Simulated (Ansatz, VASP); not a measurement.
# ZnS (Wurtzite-2H) in two plane-wave programs

Wanted: the spread between two codes on one cell, functional and k mesh. The structure shown is the start of the Ansatz relaxation below; VASP solves that cell, so the two are compared at the walk's first step.

Program: Ansatz 0.2.0. Level of theory: plane waves, with VASP 6.6.1 beside it; single point at PBE. Results are calculated unless marked as measured.

### Step 1. Starting point

The structure is hexagonal, space group P6_3mc (No. 186). Conventional cell: a = 3.871 Å, b = 3.871 Å, c = 6.347 Å, α = 90.00°, β = 90.00°, γ = 120.00°. Nearest to S lie 4 Zn at 2.37 to 2.38 Å. Zn has 4 S at 2.37 to 2.38 Å nearest. Farther neighbours and most contacts between anions are not listed.

### Step 2. Ansatz: relaxation, PBE

Ansatz runs on its PAW soft_1 files.

The two programs are compared at the cell with which this relaxation starts, whose forces are those of its first step.

input.yaml reads:

```yaml
crystal:
  lattice:
    - [3.8707606281, 0.0, 0.0]
    - [-1.9353803141, 3.3521770359, 0.0]
    - [0.0, 0.0, 6.3472681434]
  atoms:
    - { symbol: S, position: [0.3333333333, 0.6666666667, 0.3797622411] }
    - { symbol: S, position: [0.6666666667, 0.3333333333, 0.8797622411] }
    - { symbol: Zn, position: [0.3333333333, 0.6666666667, 0.0052377589] }
    - { symbol: Zn, position: [0.6666666667, 0.3333333333, 0.5052377589] }
kpoints:
  mp_grid: { grid: [12, 12, 8] }
hamiltonian:
  xc: pbe
  pseudopotentials: { kind: paw, azcp: { folder: soft_1 } }
scf:
  occupations: { method: fixed }
output:
  forces: true
  stress: true
  eigenvalues: true
relax:
  adjacent_minimum: "off"
  f_tol: 0.001
  max_steps: 60
  cell: { stress_tol: 0.01, fix: [volume] }
```

The run is started by

```sh
> ansatz run input.yaml --threads 8 --pin off --max-ram 16384MiB --backend cpu --events-out ev --progress --plain --runs-dir out
```

Numbers of over 12 decimals in the logs are rounded to 6 here.

What it wrote:

```text
Engine: ansatz 0.2.0, x86_64-unknown-linux-gnu
Pseudopotentials: kind: paw
Pseudopotential: S, paw, valence charge 6, recommended cutoff 420 eV (normal), soft_1/S.paw.azcp
Pseudopotential: Zn, paw, valence charge 12, recommended cutoff 420 eV (normal), soft_1/Zn.paw.azcp
Functional definition: PBE
  parameter kappa = 0.804
  parameter beta = 0.066725
  exchange = pbe_x(kappa = kappa, mu = beta*pi^2/3)
  correlation = pbe_c(beta = beta)
Crystal: 4 atoms, lattice volume = 82.359 Å³
Basis set: ecut = 420 eV, 1641 PW (Γ), exchange–correlation on 54×54×90 points (8 copies of the dense FFT grid, shifted against one another)
Bands: 22, of which v1, the nominal top of the filled ones, is band 18 counted from 1 (17 counted from 0)
Symmetry: 12 space group operations
Space group: P63mc (ITA 186), of the structure as read, at distance tolerance 4.4e-5 Å
k-points: 95 of 1152 (time reversal used)
Non-local potential: S, projectors of the file, l = 0: 2, l = 1: 2, l = 2: 1
Non-local potential: Zn, projectors of the file, l = 0: 2, l = 1: 2, l = 2: 3, l = 3: 1
PAW form: soft (Blöchl's): semilocal exchange-correlation on the pseudo side does not see the compensation charge
PAW one-centre angular grid: S, 110 points (default); XC on 64 Gauss nodes
PAW one-centre angular grid: Zn, 590 points (default); XC on 64 Gauss nodes
Initial density: superposition of atomic densities (chi_scale 0.1, normalization cell, long waves kept (reshape's long-wave potential 0.00 eV rms))
Initial wavefunctions: pseudopotential atomic-orbital guess
Functional: x = pbe(κ = 0.804, μ = 0.219515), c = pbe(β = 0.066725)
SCF iter   1: F=—  HF=-8445.643796 eV  |F-HF|=—  |Δ(HF+E_count)|=         —  Δρ=4.12e-2  dr2=8.31e-1  ethr=3.10e-3  ⟨swp⟩=5.2  Hψ=10435  notcnv=0  defer=178
preconditioner: auto → Resta (q_TF=auto, 2.377 Å⁻¹)  ε∞=6.2  [insulator: Δε(μ)=2.180 eV  Ē_g=10.807 eV  n_scr=22 (ndim 8)  ℏωp=24.6 eV  f_vac=0.010  ε∞_Penn≈6.2]
SCF iter   2: F=—  HF=-8445.478304 eV  |F-HF|=—  |Δ(HF+E_count)|=   1.65e-1  Δρ=1.56e-2  dr2=1.69e-1  ethr=2.31e-3  ⟨swp⟩=2.0  Hψ=4556  notcnv=0  defer=185
SCF iter   3: F=—  HF=-8445.457744 eV  |F-HF|=—  |Δ(HF+E_count)|=   2.06e-2  Δρ=1.06e-2  dr2=6.08e-2  ethr=4.70e-4  ⟨swp⟩=2.0  Hψ=3804  notcnv=0  defer=186
SCF iter   4: F=—  HF=-8445.450156 eV  |F-HF|=—  |Δ(HF+E_count)|=   7.59e-3  Δρ=3.02e-3  dr2=5.47e-3  ethr=1.69e-4  ⟨swp⟩=2.0  Hψ=4563  notcnv=0  defer=187
SCF iter   5: F=—  HF=-8445.453484 eV  |F-HF|=—  |Δ(HF+E_count)|=   3.33e-3  Δρ=5.31e-4  dr2=2.97e-4  ethr=1.52e-5  ⟨swp⟩=3.1  Hψ=3988  notcnv=0  defer=187
SCF iter   6: F=—  HF=-8445.454009 eV  |F-HF|=—  |Δ(HF+E_count)|=   5.25e-4  Δρ=2.96e-4  dr2=8.32e-5  ethr=8.26e-7  ⟨swp⟩=2.2  Hψ=3844  notcnv=0  defer=187
SCF iter   7: F=—  HF=-8445.454133 eV  |F-HF|=—  |Δ(HF+E_count)|=   1.24e-4  Δρ=9.81e-5  dr2=3.44e-6  ethr=2.31e-7  ⟨swp⟩=2.0  Hψ=3939  notcnv=0  defer=186
SCF iter   8: F=—  HF=-8445.454138 eV  |F-HF|=—  |Δ(HF+E_count)|=   4.82e-6  Δρ=1.99e-5  dr2=2.33e-7  ethr=9.55e-9  ⟨swp⟩=2.1  Hψ=3525  notcnv=0  defer=186
SCF iter   9: F=-8445.454138 eV  HF=-8445.454138 eV  |F-HF|=1.37e-8  |Δ(HF+E_count)|=   3.92e-7  Δρ=2.67e-6  dr2=8.46e-9  ethr=2.78e-10  ⟨swp⟩=9.1  Hψ=13390  notcnv=0
SCF 1 converged in 9 iterations: F = -8445.454138 eV  dr2 = 8.46e-9
  greatest PAW one-centre occupation: 0.984 electrons in one spin orbital (limit 2), on the Zn atom at site 3 (counted from 0), in its partial waves of l = 2
relax step   1: F+E_penalty+E_count = -8445.45413814 eV  Δ(F+E_penalty+E_count) = +0.000e0 eV  max|allowed force component| = 3.970e-3 eV/Å  Δτ_max = 0.0000 Å  P = -1.315 GPa  Ω = 82.359 Å³  fix = [volume]  reactions: volume -1.315 GPa  (9 SCF iters, dr2 threshold 1.00e-7 eV, accepted)
[...]
relax step   2: F+E_penalty+E_count = -8445.45414293 eV  Δ(F+E_penalty+E_count) = -4.786e-6 eV  max|allowed force component| = 2.373e-3 eV/Å  Δτ_max = 0.0004 Å  P = -1.314 GPa  Ω = 82.359 Å³  energy of the carried Pulay correction = +3.854e-17 eV  fix = [volume]  reactions: volume -1.314 GPa  (5 SCF iters, dr2 threshold 9.85e-10 eV, accepted)
[...]
relax step   3: F+E_penalty+E_count = -8445.45414395 eV  Δ(F+E_penalty+E_count) = -1.020e-6 eV  max|allowed force component| = 7.558e-4 eV/Å  Δτ_max = 0.0002 Å  P = -1.314 GPa  Ω = 82.359 Å³  energy of the carried Pulay correction = +2.569e-17 eV  fix = [volume]  reactions: volume -1.314 GPa  (5 SCF iters, dr2 threshold 3.52e-10 eV, accepted)
[...]
relax step   4: F+E_penalty+E_count = -8445.45414422 eV  Δ(F+E_penalty+E_count) = -2.715e-7 eV  max|allowed force component| = 7.600e-4 eV/Å  Δτ_max = 0.0000 Å  P = -1.314 GPa  Ω = 82.359 Å³  fix = [volume]  reactions: volume -1.314 GPa  stress off target by 5.43e-3 GPa on what of the cell is left free  SCF on the basis re-selected at this cell (its energy is not comparable with the rows above)  (6 SCF iters)
basis re-selected at this cell: Δ(F+E_penalty+E_count) = -2.715e-7 eV, ΔP = +0.000 GPa vs the last step (what re-selecting the basis moved, of the pressure what is left beyond the Pulay correction that the steps carried, after the strain that the cell walked since its last selection, with what the two solves' SCF thresholds leave and, on support functions, any second-order correction that the steps lacked; it is no m [...]
SCF converged after 6 iterations
Free energy (F): -8445.454144 eV
Harris-Foulkes:  -8445.454144 eV  (|F-HF|=1.82e-12)
Internal energy: -8445.454144 eV  (E = F + TS)
E sigma→0 (E₀):  -8445.454144 eV
Fermi energy:    5.245534 eV
--- Per-component energies (eV) ---
  E_band       = -4.951193
  E_kinetic    = 503.988798
  E_local      = -4596.077499  (includes V_loc(G=0)·N_el)
  E_nonlocal   = 1710.104826
  E_hartree    = 1751.788959
  E_xc         = -333.657624
  E_vxc        = -266.047070  (∫ρ·V_xc dr)
  E_paw        = -5013.285006  (= ΣΔE_a)
  E_vpaw       = -860.497637  (= ΣTr[D̂ρ^β])
  E_aug_tail   = -0.000519  (compensation charges beyond the density's cutoff)
  E_ewald      = -2468.316079
  E_smearing   = -0.000000  (= −TS)
  E_closure    = -0.000000  (closes the sum)
  Σ components = -8445.454144   (vs F -8445.454144, Δ=0.00e0)
--- Forces (eV/Å), atoms counted from 1 ---
  atom   1  S      0.00000000     0.00000000     0.00076005
  atom   2  S     -0.00000000     0.00000000     0.00076005
  atom   3  Zn     0.00000000    -0.00000000    -0.00076004
  atom   4  Zn    -0.00000000     0.00000000    -0.00076004
  max |Σ_I F_I| component: 1.80e-8 eV/Å
--- Stress (GPa, compression-positive) ---
       -1.316517       0.000000       0.000000
        0.000000      -1.316517      -0.000000
       -0.000000       0.000000      -1.308370
  P = ⅓ Tr σ = -1.3138 GPa (-13.138 kbar)
--- Band table (eV; the first three rows and the last of 95) ---
  k-point 0: bands = [... 14 lower, 4.4169, 5.1766, 5.2455, 5.2455, 7.2343, 8.2520, 11.5603, 11.5603]
  k-point 1: bands = [... 14 lower, 4.4459, 4.8258, 5.2111, 5.2111, 7.5520, 8.2895, 11.5820, 11.5820]
  k-point 2: bands = [... 14 lower, 4.5297, 4.5297, 5.1145, 5.1145, 8.1305, 8.3960, 11.4963, 11.6548]
  k-point 94: bands = [... 14 lower, 2.4172, 2.4172, 3.9965, 3.9965, 9.6690, 9.6690, 11.5979, 11.5979]
--- Relaxed structure (3 steps of the walk, 3 accepted, 1 SCFs on fresh bases) ---
  F+E_penalty+E_count = -8445.45414422 eV   max|allowed force component| = 7.600e-4 eV/Å   (the final SCF, on the basis selected at the relaxed cell)
  cell:  # Å, volume = 82.3588 Å³
    - [3.871344, 2.8871939906068318e-11, 0]
    - [-1.935672, 3.352683, 0]
    - [0, 0, 6.345354]
  atoms:
    - { symbol: S, position: [0.333333, 0.666667, 0.379850] }
    - { symbol: S, position: [0.666667, 0.333333, 0.879850] }
    - { symbol: Zn, position: [0.333333, 0.666667, 0.00515003] }
    - { symbol: Zn, position: [0.666667, 0.333333, 0.505150] }
```

### Step 3. VASP: single point, PBE, start cell, pair 1

The same cell, functional and mesh now go to VASP, with its own data sets.

Lines of VASP's logs that name or quote its potential files are left out, and so is its time.

INCAR reads:

```
SYSTEM = ZnS
PREC = Accurate
ENCUT = 400
EDIFF = 1E-06
NELM = 120
ISMEAR = 0
SIGMA = 0.01
LREAL = .FALSE.
ALGO = Normal
GGA = PE
NBANDS = 24
LORBIT = 11
LWAVE = .FALSE.
LCHARG = .FALSE.
ISIF = 2
LASPH = .TRUE.
GGA_COMPAT = .FALSE.
EFERMI = MIDGAP
KPAR = 2
```

POSCAR reads:

```
ZnS
1.0
    3.8707610000      0.0000000000      0.0000000000
   -1.9353800000      3.3521770000      0.0000000000
    0.0000000000      0.0000000000      6.3472680000
S Zn
2 2
Direct
    0.3333332969      0.6666667661      0.3797622851
    0.6666664447      0.3333332339      0.8797622851
    0.3333332969      0.6666667661      0.0052376865
    0.6666664447      0.3333332339      0.5052378441
```

KPOINTS reads:

```
Automatic mesh
0
Gamma
12 12 8
0 0 0
```

The projector-augmented-wave data sets are S and Zn (PBE family, release 64).

The run is started by

```sh
> mpirun -np 2 vasp_std
```

What it wrote:

```text
[banner, memory and clock lines left out]
running    2 mpi-ranks, on    1 nodes
 distrk:  each k-point on    1 cores,    2 groups
 distr:  one band on    1 cores,    1 groups

 POSCAR found type information on POSCAR S Zn
 POSCAR found :  2 types and       4 ions
 LDA part: xc-table for (Slater+PW92), standard interpolation
 POSCAR, INCAR and KPOINTS ok, starting setup
 FFT: planning ... GRIDC
 FFT: planning ... GRID_SOFT
 FFT: planning ... GRID
 WAVECAR not read
 entering main loop
       N       E                     dE             d eps       ncg     rms          rms(c)
DAV:   1     0.210337036436E+03    0.21034E+03   -0.14899E+04  4560   0.149E+03
DAV:   2     0.368512414409E+01   -0.20665E+03   -0.19990E+03  5008   0.320E+02
DAV:   3    -0.142064482902E+02   -0.17892E+02   -0.17811E+02  5688   0.100E+02
DAV:   4    -0.145352388412E+02   -0.32879E+00   -0.32863E+00  5456   0.142E+01
DAV:   5    -0.145417519681E+02   -0.65131E-02   -0.65126E-02  5752   0.187E+00    0.903E+00
DAV:   6    -0.136819620772E+02    0.85979E+00   -0.18431E+00  7064   0.388E+01    0.707E+00
DAV:   7    -0.136938081862E+02   -0.11846E-01   -0.14589E+00  5408   0.685E+00    0.329E+00
DAV:   8    -0.136847407865E+02    0.90674E-02   -0.68640E-02  6072   0.326E+00    0.963E-01
DAV:   9    -0.136853343200E+02   -0.59353E-03   -0.11981E-02  6448   0.200E+00    0.237E-01
DAV:  10    -0.136855132136E+02   -0.17889E-03   -0.11313E-03  5472   0.366E-01    0.118E-01
DAV:  11    -0.136857611797E+02   -0.24797E-03   -0.46372E-04  5208   0.129E-01    0.997E-02
DAV:  12    -0.136857574039E+02    0.37758E-05   -0.13049E-05  5648   0.368E-02    0.889E-03
DAV:  13    -0.136857603688E+02   -0.29649E-05   -0.43022E-06  5072   0.165E-02    0.436E-03
DAV:  14    -0.136857604534E+02   -0.84629E-07   -0.32836E-07  4160   0.465E-03
   1 F= -.13685760E+02 E0= -.13685760E+02  d E =0.000000E+00
```

OUTCAR, selected parts (step 3):

```text
ion  position               nearest neighbor table
   1  0.333  0.667  0.380-   4 2.37   4 2.37   4 2.37   3 2.38
   2  0.667  0.333  0.880-   3 2.37   3 2.37   3 2.37   4 2.38
   3  0.333  0.667  0.005-   2 2.37   2 2.37   2 2.37   1 2.38
   4  0.667  0.333  0.505-   1 2.37   1 2.37   1 2.37   2 2.38

  LATTYP: Found a hexagonal cell.
 ALAT       =     3.8707610000
 C/A-ratio  =     1.6397984789

 Subroutine GETGRP returns: Found 12 space group operations
 (whereof  6 operations were pure point group operations)

The static configuration has the point symmetry C_3v.
 The point group associated with its full space group is C_6v.

 Found     95 irreducible k-points:

   k-points           NKPTS =     95   k-points in BZ     NKDIM =     95   number of bands    NBANDS=     24

   dimension x,y,z NGX =    28 NGY =   28 NGZ =   42
   dimension x,y,z NGXF=    56 NGYF=   56 NGZF=   84

   ENCUT  =  400.0 eV  29.40 Ry    5.42 a.u.   6.31  6.31 10.35*2*pi/ulx,y,z

   NELECT =      36.0000    total number of electrons

 k-points in reciprocal lattice and weights: Automatic mesh
   0.00000000  0.00000000  0.00000000       0.001
   0.08333333  0.00000000  0.00000000       0.005
   0.16666667  0.00000000  0.00000000       0.005
   0.25000000  0.00000000  0.00000000       0.005
   0.33333333  0.00000000  0.00000000       0.005
   0.41666667 -0.00000000  0.00000000       0.005
   0.50000000  0.00000000  0.00000000       0.003
   0.08333333  0.08333333  0.00000000       0.005
   0.16666667  0.08333333  0.00000000       0.010
[...]
0.33333333  0.25000000  0.50000000       0.010
   0.33333333  0.33333333  0.50000000       0.002

 average (electrostatic) potential at core
       1 -88.8671       2 -88.8671       3 -36.5460       4 -36.5460

 E-fermi :   2.7325

 k-point     1 :       0.0000    0.0000    0.0000
  band No.  band energies     occupation
    ...
     14       0.9088      2.00000
     15       0.9088      2.00000
     16       1.6648      2.00000
     17       1.7366      2.00000
     18       1.7366      2.00000
     19       3.7283      0.00000
     20       4.7521      0.00000
     21       8.0741      0.00000
     22       8.0741      0.00000
     23       8.3337      0.00000
    ...

 k-point     2 :       0.0833    0.0000    0.0000
  band No.  band energies     occupation
    ...
     14       0.5441      2.00000
     15       0.8048      2.00000
     16       1.2838      2.00000
     17       1.6105      2.00000
     18       1.6817      2.00000
     19       4.1501      0.00000
     20       5.0979      0.00000
     21       7.8412      0.00000
     22       8.2061      0.00000
     23       8.4680      0.00000
    ...

 k-point     3 :       0.1667    0.0000    0.0000
  band No.  band energies     occupation
    ...
     14      -0.2439      2.00000
     15       0.4465      2.00000
     16       0.5438      2.00000
     17       1.4385      2.00000
     18       1.5282      2.00000
     19       4.8670      0.00000
     20       5.6900      0.00000
     21       7.5382      0.00000
     22       8.5092      0.00000
     23       8.5446      0.00000
    ...

  Total       -0.7178974     -0.7178973     -0.7291814     -0.0000001      0.0000000      0.0000000
  in kB      -13.9657047    -13.9657017    -14.1852193     -0.0000021      0.0000000      0.0000000
  external PRESSURE =     -14.0388752 kB  Pullay stress =       0.0000000 kB

  energy-cutoff  :      400.00
  volume of cell :       82.36
      direct lattice vectors                 reciprocal lattice vectors
     3.870761000  0.000000000  0.000000000     0.258347131  0.149156763  0.000000000
    -1.935380000  3.352177000  0.000000000     0.000000000  0.298313603  0.000000000
     0.000000000  0.000000000  6.347268000     0.000000000  0.000000000  0.157548098

 POSITION                                       TOTAL-FORCE (eV/Angst)
 -----------------------------------------------------------------------------------
     -0.00000      2.23478      2.41045        -0.000000      0.000000      0.003536
      1.93538      1.11739      5.58409         0.000000      0.000000      0.003536
     -0.00000      2.23478      0.03324        -0.000000     -0.000000     -0.003536
      1.93538      1.11739      3.20688         0.000000      0.000000     -0.003536
 -----------------------------------------------------------------------------------
    total drift:                                0.000505     -0.000068      0.000906

  FREE ENERGIE OF THE ION-ELECTRON SYSTEM (eV)
  ---------------------------------------------------
  free  energy   TOTEN  =       -13.6857604534 eV

  energy  without entropy=      -13.6857604534  energy(sigma->0) =      -13.68576045

 total charge
# of ion       s       p       d       tot
------------------------------------------
    1        1.317   2.416   0.000   3.733
    2        1.317   2.416   0.000   3.733
    3        0.507   0.440   9.795  10.743
    4        0.507   0.440   9.795  10.743
--------------------------------------------------
tot          3.648   5.713  19.590  28.951

[... 3 further parts left out ...]
```

The run ends at a pressure of -1.40 GPa, with forces up to 0.0035 eV/Å.

### Step 4. Side by side

Known differences besides the potentials themselves: fixed occupations in Ansatz, narrow Gaussian smearing in VASP; the cutoff is 420 eV in Ansatz and 400 eV in VASP. Total energies have different zeros and are not compared.

The forces differ by 0.25 meV/Å r.m.s.; no other quantity is compared for this pair.

### Step 5. Other set-ups

Further runs change the set-up of one program: Ansatz's method, potentials or start, or VASP's data sets, cutoff or form of LDA. The table gives that difference for each run.

| run | r.m.s. force difference (meV/Å) |
| --- | --- |
| as above | 0.25 |
| VASP with a cutoff of 500 eV (perhaps on Ansatz's relaxed cell) | 0.23 |

### Step 6. Ansatz: relaxation, PBE

The two programs are compared at the cell with which this relaxation starts, whose forces are those of its first step. The cell compared in this pair holds 85.59 Å³, against 82.36 Å³ for the pair before.

The structure compared here is the start of the Ansatz relaxation; VASP solves that cell, so the two are compared at the walk's first step.

input.yaml, the sections that differ from step 2:

```yaml
crystal:
  lattice:
    - [3.9218382917, 0.0, 0.0]
    - [-1.9609191459, 3.3964115901, 0.0]
    - [0.0, 0.0, 6.4254833709]
  atoms:
    - { symbol: S, position: [0.3333333333, 0.6666666667, 0.379944762] }
    - { symbol: S, position: [0.6666666667, 0.3333333333, 0.879944762] }
    - { symbol: Zn, position: [0.3333333333, 0.6666666667, 0.005055238] }
    - { symbol: Zn, position: [0.6666666667, 0.3333333333, 0.505055238] }
# kpoints, hamiltonian, scf, output, relax: as in step 2
```

The run is started by

```sh
> ansatz run input.yaml --threads 8 --pin off --max-ram 16384MiB --backend cpu --events-out ev --progress --plain --runs-dir out
```

What it wrote:

```text
[...]
Crystal: 4 atoms, lattice volume = 85.589 Å³
Basis set: ecut = 420 eV, 1713 PW (Γ), exchange–correlation on 54×54×90 points (8 copies of the dense FFT grid, shifted against one another)
Bands: 22, of which v1, the nominal top of the filled ones, is band 18 counted from 1 (17 counted from 0)
Symmetry: 12 space group operations
[...]
k-points: 95 of 1152 (time reversal used)
[...]
--- Relaxed structure (3 steps of the walk, 3 accepted, 1 SCFs on fresh bases) ---
[...]
cell:  # Å, volume = 85.5886 Å³
    - [3.922286, 2.8870692501790147e-11, 0]
    - [-1.961143, 3.396799, 0]
    - [0, 0, 6.424018]
  atoms:
    - { symbol: S, position: [0.333333, 0.666667, 0.380031] }
    - { symbol: S, position: [0.666667, 0.333333, 0.880031] }
    - { symbol: Zn, position: [0.333333, 0.666667, 0.00496887] }
    - { symbol: Zn, position: [0.666667, 0.333333, 0.504969] }
[key lines of the parts left out:]
SCF converged after 5 iterations
Free energy (F): -8445.404382 eV
Fermi energy:    4.779334 eV
P = ⅓ Tr σ = -3.5436 GPa (-35.436 kbar)
```

(Continued in part 2 of 2.)

[Lines on the potential files, build, host, timing and source positions are cut from VASP's logs without a mark.]

[Logs are printed without paths, hosts, clocks, repeated set-up lines and the standing remarks that a program may print on its own settings, such as how far it seeks lower states.]

[Hosts, paths, dates, database ids (printed as entryN), source tags and the programs' standing remarks are cut or masked in the printed files.]

[Rows of further runs with another cutoff or data set may stand on the cell that Ansatz relaxed, not on the start cell of the pair above them.]
